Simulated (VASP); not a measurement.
Consider the following.

```
CELL_PARAMETERS angstrom
      4.09895     0.00000     0.00000
      0.00000     4.09895     0.00000
      0.00000     0.00000     4.09895
ATOMIC_POSITIONS crystal
  K  0.00000 0.00000 0.00000
  Zn 0.50000 0.50000 0.50000
  F  0.50000 0.00000 0.50000
  F  0.00000 0.50000 0.50000
  F  0.50000 0.50000 0.00000
```

All values below come from PBE GGA with D3 dispersion (Becke-Johnson damping), VASP's PBE PAW potentials (set 64) (plane waves; VASP). Settings: 520 eV cut-off, 6×6×6 Γ-centred mesh, tetrahedra with Blöchl corrections, potentials K_sv Zn F.

Task: The job: KZnF₃ (cubic perovskite), 5 atoms, PBE-D3(BJ), static run, 520 eV, 6×6×6 Γ-centred mesh. Roughly how much core time does it take on a busy server core?

Result: About 30 core-seconds (one run on a shared machine, a rough figure). It had 20 irreducible k-points, 25 bands, up to 1881 plane waves and 21 electronic steps.

The compound is KZnF3 in the cubic perovskite structure. It was relaxed first.
